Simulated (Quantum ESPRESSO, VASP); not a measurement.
# CaCsH3 (Pm-3m, 5 atoms in the cell) computed with different codes at matched settings

Self-consistent single point, at a second geometry (lattice scaled by 0.98). First geometry:

```
CELL_PARAMETERS angstrom
      4.62119     0.00000     0.00000
      0.00000     4.62119     0.00000
      0.00000     0.00000     4.62119
ATOMIC_POSITIONS crystal
  Cs 0.00000 0.00000 0.00000
  Ca 0.50000 0.50000 0.50000
  H  0.50000 0.00000 0.50000
  H  0.00000 0.50000 0.50000
  H  0.50000 0.50000 0.00000
```

Shared settings, as Quantum ESPRESSO writes them: occupations = smearing; smearing = fermi-dirac; degauss = 0.000734986 Ry; K_POINTS = automatic 6 6 6 0 0 0. Potentials and cutoffs stand in the table.

```tsv
code	model	ΔF from the first geometry (meV/atom)	pressure (GPa)	gap on the mesh (eV)	cutoff
VASP	PBEsol, VASP's PBE PAW potentials (set 64)	-2.2	-0.44	2.845	300 eV
Quantum ESPRESSO	PBEsol, PseudoDojo standard norm-conserving (PBESOL) pseudopotentials	-4.1	0.16	2.873	75 Ry
```

For VASP (by 0.9 GPa) the energy change implies a higher mean pressure, against the two pressures, than for the other programs: a sign of finite-basis (Pulay) stress.

Gaps are read on the mesh.

The spread over the programs that give each value: ΔF from the first geometry within 1.9 meV/atom; pressure within 0.60 GPa; gap on the mesh within 0.028 eV.

VASP's run is marked for a possible Pulay error in its stress at this cutoff; no cutoff test was made.

The starting cell comes from a database of computed structures (which also holds hypothetical and non-ambient phases and stackings), without a prior relaxation at this level. For this run, on top of that: lattice scaled by 0.98.

Left out of this page: Ansatz, GPAW, CP2K, FLEUR and SIESTA (not drawn, or without a comparable value); ABINIT (with a known weakness of the program).
